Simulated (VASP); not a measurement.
OSZICAR of a VASP run on PtS2 (1T layered):

OSZICAR:
```
       N       E                     dE             d eps       ncg     rms          rms(c)
DAV:   1     0.119899564377E+03    0.11990E+03   -0.10130E+04  1066   0.127E+03
DAV:   2    -0.109273645994E+02   -0.13083E+03   -0.12819E+03  1330   0.244E+02
DAV:   3    -0.167598159997E+02   -0.58325E+01   -0.57995E+01  1358   0.564E+01
DAV:   4    -0.168391404010E+02   -0.79324E-01   -0.79305E-01  1354   0.699E+00
DAV:   5    -0.168409619519E+02   -0.18216E-02   -0.18214E-02  1456   0.101E+00    0.176E+01
DAV:   6    -0.157234554250E+02    0.11175E+01   -0.79079E+00  1085   0.291E+01    0.115E+01
DAV:   7    -0.154849229043E+02    0.23853E+00   -0.14306E+00  1092   0.132E+01    0.555E+00
DAV:   8    -0.154684743835E+02    0.16449E-01   -0.99277E-02  1330   0.227E+00    0.121E+00
DAV:   9    -0.154628364371E+02    0.56379E-02   -0.16151E-02  1288   0.145E+00    0.269E-01
DAV:  10    -0.154631269847E+02   -0.29055E-03   -0.24857E-03  1428   0.359E-01    0.808E-02
DAV:  11    -0.154631713842E+02   -0.44400E-04   -0.71199E-05  1403   0.801E-02    0.459E-02
DAV:  12    -0.154631769033E+02   -0.55191E-05   -0.14116E-05  1323   0.345E-02    0.147E-02
DAV:  13    -0.154631782179E+02   -0.13145E-05   -0.30392E-06  1393   0.132E-02    0.467E-03
DAV:  14    -0.154631785098E+02   -0.29190E-06   -0.33286E-07  1280   0.464E-03    0.160E-03
DAV:  15    -0.154631785666E+02   -0.56828E-07   -0.78154E-09  1050   0.716E-04
   1 F= -.15463179E+02 E0= -.15463179E+02  d E =0.000000E+00
```

### Question
Which electronic solver shows in the log?

### Answer
It is blocked Davidson (ALGO = Normal, or the opening steps of other solvers). The INCAR had ALGO = Normal.

### Question
Can the final energy be trusted as converged?

### Answer
Self-consistency was reached. It stopped with EDIFF = 1E-7, NELM = 100 (PBE GGA, plane waves, VASP's PBE PAW potentials (set 64)). Without a dispersion term in the relaxation, distances and binding between the weakly bound layers, chains or molecules are unreliable, and so is what depends on them.

The compound is PtS2 in the 1T layered structure. It was relaxed first, which changed the volume by +22 %.
